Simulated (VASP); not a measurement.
An input for Ansatz (written as the equivalent of a VASP run, and not itself run):

Ansatz 0.2 input:
```yaml
crystal:
  lattice:
    - [4.5000000, 0.0000000, 0.0000000]
    - [0.0000000, 4.5000000, 0.0000000]
    - [0.0000000, 0.0000000, 3.1500000]
  atoms:
    - { symbol: Ir, position: [0.0000000, 0.0000000, 0.0000000] }
    - { symbol: Ir, position: [0.5000000, 0.5000000, 0.5000000] }
    - { symbol: O, position: [0.3080000, 0.3080000, 0.0000000] }
    - { symbol: O, position: [0.8080000, 0.1920000, 0.5000000] }
    - { symbol: O, position: [0.1920000, 0.8080000, 0.5000000] }
    - { symbol: O, position: [0.6920000, 0.6920000, 0.0000000] }
kpoints:
  mp_grid: { grid: [5, 5, 8] }
hamiltonian:
  xc: pbe
  pseudopotentials: { kind: paw }
scf:
  occupations: { method: fermi_dirac, width: 0.1 }
  max_iter: 100
output: { forces: true, stress: true, eigenvalues: true }
```

Question: Translate this input to VASP (INCAR, KPOINTS, POSCAR, choice of POTCAR).

Answer: One answer among several that fit: 
INCAR:
```
ALGO = Normal
EDIFF = 1E-6
ENCUT = 400
GGA = PE
ISIF = 2
ISMEAR = -1
LASPH = .TRUE.
LCHARG = .FALSE.
LMAXMIX = 6
LREAL = .FALSE.
LWAVE = .FALSE.
NELM = 100
PREC = Accurate
SIGMA = 0.1
SYSTEM = IrO2
```

**KPOINTS**
```
Automatic
0
Gamma
  5 5 8
0 0 0
```

File POSCAR:
```
IrO2
1
    4.5000000000     0.0000000000     0.0000000000
    0.0000000000     4.5000000000     0.0000000000
    0.0000000000     0.0000000000     3.1500000000
Ir O
2 4
Direct
  0.0000000000   0.0000000000   0.0000000000
  0.5000000000   0.5000000000   0.5000000000
  0.3080000000   0.3080000000   0.0000000000
  0.8080000000   0.1920000000   0.5000000000
  0.1920000000   0.8080000000   0.5000000000
  0.6920000000   0.6920000000   0.0000000000
```

POTCAR, in this order: Ir O (PBE.64 set). Program: vasp_std.

What does not carry over: each code has its own PAW files, so the cut-off isn't converted (ENCUT is set for VASP's; basis.ecutwfc is left out, and Ansatz then takes the one that its files recommend); Ansatz stops its SCF on the density residual and VASP on the energy change (EDIFF).

The structure is a typed IrO2 crystal (P4_2/mnm). The cell was not relaxed at this level.
